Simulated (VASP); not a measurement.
# LiBiSe2 (R-3m) in VASP: further runs

One crystal, LiBiSe2, is run at these levels: PBE; tasks: single point.

Everything below comes from runs of VASP 6.6.1. Logs are shortened: lines on timing, memory, paths and dates and some standing lists are left out, and cuts for length are marked.

**1. The structure**

The structure is trigonal, space group R-3m (No. 166). Conventional cell: a = 4.120 Å, b = 4.120 Å, c = 19.840 Å, α = 90.00°, β = 90.00°, γ = 120.00°. Li (site symmetry -3m) has 6 Se at 2.85 Å as nearest neighbours. Bi (site symmetry -3m) is surrounded by 6 Se at 2.95 Å. Se (site symmetry 3m) is surrounded by 3 Li at 2.85 Å and 3 Bi at 2.95 Å.

The cell was built by a generator and needn't be a form met in nature.

**2. Single point, PBE**

INCAR reads:

```
ALGO = Normal ; EDIFF = 1E-7
ENCUT = 520 ; GGA = PE
ISIF = 2 ; ISMEAR = 0
LASPH = True ; LCHARG = False
LREAL = False ; LWAVE = False
NBANDS = 23 ; NELM = 100
PREC = Accurate ; SIGMA = 0.01
```

KPOINTS reads:

```
k-points
0
Gamma
  6 6 6
```

POSCAR reads:

```
LiBiSe2
1.0
    2.0599089233      1.1892889714      6.6134011388
   -2.0599089233      1.1892889714      6.6134011388
    0.0000000000     -2.3785779428      6.6134011388
Li Bi Se
1 1 2
Direct
    1.0000000000      0.0000000000      0.0000000000
    0.5000000000      0.5000000000      0.5000000000
    0.2543314319      0.2543314319      0.2543314319
    0.7456685681      0.7456685681      0.7456685681
```

Potentials or basis: VASP PAW PBE potentials, release 64 (Li_sv, Bi_d, Se).

Started as:

```
$ cat potpaw_PBE.64/Li_sv/POTCAR potpaw_PBE.64/Bi_d/POTCAR potpaw_PBE.64/Se/POTCAR > POTCAR
$ mpirun -np 1 vasp_std > vasp.out
```

OUTCAR:

```text
EDIFF = 1E-7
   ENCUT = 520
   GGA = PE
   ISIF = 2
   ISMEAR = 0
   LASPH = True
   LREAL = False
   NELM = 100
   PREC = Accurate

 ion  position               nearest neighbor table
   1  0.000  0.000  0.000-
   2  0.500  0.500  0.500-   3 2.95   3 2.95   4 2.95   4 2.95   3 2.95   4 2.95
   3  0.254  0.254  0.254-   2 2.95   2 2.95   2 2.95
   4  0.746  0.746  0.746-   2 2.95   2 2.95   2 2.95

  LATTYP: Found a trigonal (rhomboedric) cell.
 ALAT       =     7.0281368550
 COS(alpha) =     0.8281911171

  Lattice vectors:

 A1 = (   2.0599089233,   1.1892889714,   6.6134011388)
 A2 = (  -2.0599089233,   1.1892889714,   6.6134011388)
 A3 = (   0.0000000000,  -2.3785779428,   6.6134011388)

Analysis of symmetry for initial positions (statically):
=====================================================================
 Subroutine PRICEL returns:
 Original cell was already a primitive cell.

 Routine SETGRP: Setting up the symmetry group for a
 trigonal (rhombohedral) supercell.

 Subroutine GETGRP returns: Found 12 space group operations
 (whereof 12 operations were pure point group operations)
 out of a pool of 12 trial point group operations.

The static configuration has the point symmetry D_3d.

Analysis of symmetry for dynamics (positions and initial velocities):
=====================================================================
 Subroutine PRICEL returns:
 Original cell was already a primitive cell.

 Routine SETGRP: Setting up the symmetry group for a
 trigonal (rhombohedral) supercell.

 Subroutine GETGRP returns: Found 12 space group operations
 (whereof 12 operations were pure point group operations)
 out of a pool of 12 trial point group operations.

The dynamic configuration has the point symmetry D_3d.

 Subroutine INISYM returns: Found 12 space group operations
 (whereof 12 operations are pure point group operations),
 and found     1 'primitive' translations

----------------------------------------------------------------------------------------

                                     Primitive cell

  volume of cell :      97.2101

  direct lattice vectors                    reciprocal lattice vectors
[... 88 lines left out ...]
   LASPH  =      T    aspherical Exc in radial PAW
   ENCUT  =  520.0 eV  38.22 Ry    6.18 a.u.  13.07 13.07 13.07*2*pi/ulx,y,z
   NELM   =    100;   NELMIN=  2; NELMDL= -5     # of ELM steps
   EDIFF  = 0.1E-06   stopping-criterion for ELM
   LREAL  =      F    real-space projection
   EDIFFG = 0.1E-05   stopping-criterion for IOM
   NSW    =      0    number of steps for IOM
   IBRION =     -1    ionic relax: 0-MD 1-quasi-New 2-CG
   NFREE  =      0    steps in history (QN), initial steepest desc. (CG)
   ISIF   =      2    stress and relaxation
   ISYM   =      2    0-nonsym 1-usesym 2-fastsym
   POTIM  = 0.5000    time-step for ionic-motion
   TEBEG  =    0.0;   TEEND  =   0.0 temperature during run
   PSTRESS=    0.0 pullay stress
   NELECT =      30.0000    total number of electrons
   NUPDOWN=      -1.0000    fix difference up-down
   EMIN   =  10.00;   EMAX   =-10.00  energy-range for DOS
   EFERMI =   0.00;   METHOD = LEGACY
   ISMEAR =     0;   SIGMA  =   0.01  broadening in eV -4-tet -1-fermi 0-gaus
   EFERMI_NEDOS =   21; number of points for ismear=-14 and -15
   IALGO  =     38    algorithm
   IMIX   =      4    mixing-type and parameters
     AMIX     =   0.40;   BMIX     =  1.00
     AMIX_MAG =   1.60;   BMIX_MAG =  1.00
  volume/ion in A,a.u.               =      24.30       164.00
  Fermi-wavevector in a.u.,A,eV,Ry     =   1.106313  2.090629 16.652562  1.223929
  Thomas-Fermi vector in A             =   2.242812
   LORBIT       =      0    0 simple, 1 ext, 2 COOP (PROOUT), +10 PAW based schemes
   GGA     = PE    functional components
   LHFCALC =     F    Hartree Fock is set to
   AEXX    =    0.0000 exact exchange contribution
   IVDW    =     0    specifies the selected vdW correction
   LEPSILON=     F    determine dielectric tensor
   LRPA    =     F    only Hartree local field effects (RPA)
 non-spin polarized calculation
 Gauss-broadening in eV      SIGMA  =   0.01
  energy-cutoff  :      520.00
  volume of cell :       97.21
 maximum number of plane-waves:      2640
 NGX is ok and might be reduce to    54
   NGX = 27   NGY = 27   NGZ = 27

 number of electron      29.9999995 magnetization

 Free energy of the ion-electron system (eV)
  ---------------------------------------------------
  ext. energy  EPLUGINS =         0.00000000
  ---------------------------------------------------
  free energy    TOTEN  =       -15.69686174 eV

  energy without entropy =      -15.69686174  energy(sigma->0) =      -15.69686174

 E-fermi :   4.0435     XC(G=0):  -9.2472

 val. band max:        3.9545730399   @ k =   0.5000   0.5000   0.5000
 cond. band min:       5.0025997826   @ k =   0.5000   0.5000   0.5000
 fundamental gap:      1.0480267427
 Fermi energy:         4.0435317408

 k-point     1 :       0.0000    0.0000    0.0000
  band No.  band energies     occupation
      1     -41.9757      2.00000
      2     -18.8971      2.00000
      3     -18.8971      2.00000
      4     -18.8923      2.00000
      5     -18.8787      2.00000
      6     -18.8787      2.00000
[... 613 lines left out ...]
     22      11.7320      0.00000
     23      12.3206      0.00000

 [... further k-points ...]

------------------------ aborting loop because EDIFF is reached ----------------------------------------

  FORCE on cell =-STRESS in cart. coord.  units (eV):
  Direction    XX          YY          ZZ          XY          YZ          ZX
  --------------------------------------------------------------------------------------
  -------------------------------------------------------------------------------------
  Total        0.5502914      0.5502914      0.5147440      0.0000000     -0.0000000      0.0000000
  in kB        9.0696768      9.0696768      8.4837991      0.0000000     -0.0000000      0.0000000
  external PRESSURE =       8.8743842 kB  Pullay stress =       0.0000000 kB

 VOLUME and BASIS-vectors are now :
 -----------------------------------------------------------------------------
  energy-cutoff  :      520.00
  volume of cell :       97.21
      direct lattice vectors                 reciprocal lattice vectors
     2.059908923  1.189288971  6.613401139     0.242729178  0.140139756  0.050402709
    -2.059908923  1.189288971  6.613401139    -0.242729178  0.140139756  0.050402709
     0.000000000 -2.378577943  6.613401139     0.000000000 -0.280279513  0.050402709

 POSITION                                       TOTAL-FORCE (eV/Angst)
 -----------------------------------------------------------------------------------
      0.00000      0.00000      0.00000         0.000000     -0.000000     -0.000000
      0.00000      0.00000      9.92010        -0.000000     -0.000000     -0.000000
      0.00000      0.00000      5.04599         0.000000     -0.000000      0.164499
      0.00000      0.00000     14.79422         0.000000      0.000000     -0.164499
 -----------------------------------------------------------------------------------
    total drift:                               -0.000000     -0.000000      0.000000

  FREE ENERGIE OF THE ION-ELECTRON SYSTEM (eV)
  ---------------------------------------------------
  free  energy   TOTEN  =       -15.6968617384 eV

  energy  without entropy=      -15.6968617384  energy(sigma->0) =      -15.69686174
```

OSZICAR:

```text
N       E                     dE             d eps       ncg     rms          rms(c)
DAV:   1     0.245397567414E+03    0.24540E+03   -0.13322E+04  1472   0.131E+03
DAV:   2     0.823500210092E+01   -0.23716E+03   -0.22474E+03  1579   0.327E+02
DAV:   3    -0.152823872850E+02   -0.23517E+02   -0.22696E+02  1933   0.106E+02
DAV:   4    -0.164953475715E+02   -0.12130E+01   -0.12069E+01  2464   0.237E+01
DAV:   5    -0.165252715994E+02   -0.29924E-01   -0.29902E-01  1900   0.286E+00    0.423E+00
DAV:   6    -0.156837421561E+02    0.84153E+00   -0.16904E+00  2066   0.808E+00    0.232E+00
DAV:   7    -0.156929158633E+02   -0.91737E-02   -0.33958E-01  1824   0.241E+00    0.137E+00
DAV:   8    -0.156985669108E+02   -0.56510E-02   -0.35031E-02  1894   0.170E+00    0.197E-01
DAV:   9    -0.156966634647E+02    0.19034E-02   -0.94542E-03  2012   0.707E-01    0.747E-02
DAV:  10    -0.156967970130E+02   -0.13355E-03   -0.10040E-03  1717   0.177E-01    0.379E-02
DAV:  11    -0.156968577949E+02   -0.60782E-04   -0.10078E-04  1919   0.616E-02    0.106E-02
DAV:  12    -0.156968621637E+02   -0.43688E-05   -0.13123E-05  1900   0.355E-02    0.521E-03
DAV:  13    -0.156968617031E+02    0.46063E-06   -0.16293E-06  1906   0.841E-03    0.141E-03
DAV:  14    -0.156968617384E+02   -0.35368E-07   -0.61263E-08  1294   0.224E-03
   1 F= -.15696862E+02 E0= -.15696862E+02  d E =-.111795E-38
```

Wall time 2.1 min (1 thread of Intel Xeon Platinum 8488C (Sapphire Rapids), shared host); peak memory 0.42 GiB.

Results:

| Item | Value |
| --- | --- |
| Free energy | -15.6969 eV |
| Largest force | 0.164 eV/Å |
| Band gap on the k mesh | 1.05 eV, direct |

Forces on the atoms (eV/Å):
```
Li   0.000  0.000  0.000
Bi   0.000  0.000  0.000
Se   0.000  0.000  0.164
Se   0.000  0.000 -0.164
```

Caveat: the cutoff is under 1.25 times the usual one of these potentials, so pressure, stress and relaxed cells hold a basis-set (Pulay) error; spin-orbit coupling is left out, which as a rule narrows the gap of such compounds by several tenths of an eV. A k mesh can miss the band edges.

**3. Single point, PBE, non-collinear spin, zero start, spin-orbit coupling**

INCAR reads:

```
PREC = Accurate
ENCUT = 520
EDIFF = 1E-6
ISMEAR = -1
SIGMA = 0.02
LREAL = False
LASPH = True
NELM = 150
ALGO = Normal
ISIF = 2
LWAVE = False
LCHARG = True
MAGMOM = 0 0 0 0 0 0 0 0 0 0 0 0
LORBIT = 11
LSORBIT = True
GGA_COMPAT = False
LORBMOM = True
GGA = PE
LVHAR = True
NBANDS = 44
```

KPOINTS reads:

```
regular mesh
0
Gamma
  4 4 4
```

POSCAR is that of step 2.

Potentials or basis: VASP PAW PBE potentials, release 64 (Li_sv, Bi_d, Se).

Started as:

```
$ cat potpaw_PBE.64/Li_sv/POTCAR potpaw_PBE.64/Bi_d/POTCAR potpaw_PBE.64/Se/POTCAR > POTCAR
$ mpirun -np 1 vasp_ncl > vasp.out
```

It took 4.5 min on 1 thread of Intel Xeon Platinum 8488C (Sapphire Rapids), shared host; peak memory 0.94 GiB.

It converged, with:

- Free energy: -16.3310 eV
- Largest force: 0.265 eV/Å
- Net moment: 0.00 μB per cell
- Valence electrons inside the program's atomic spheres: Li 2.04; Bi 12.63; Se 3.83

Forces on the atoms (eV/Å):
```
Li   0.000  0.000  0.000
Bi   0.000  0.000  0.000
Se   0.000  0.000  0.265
Se   0.000  0.000 -0.265
```

Moments on the atoms (μB; x, y, z):
```
Li  0.00 0.00 0.00
Bi  0.00 0.00 0.00
Se  0.00 0.00 0.00
Se  0.00 0.00 0.00
```

Caveat: the k mesh is coarse (spacing up to 0.45 Å⁻¹), so the values aren't converged; the cutoff is under 1.25 times the usual one of these potentials, so pressure, stress and relaxed cells hold a basis-set (Pulay) error.
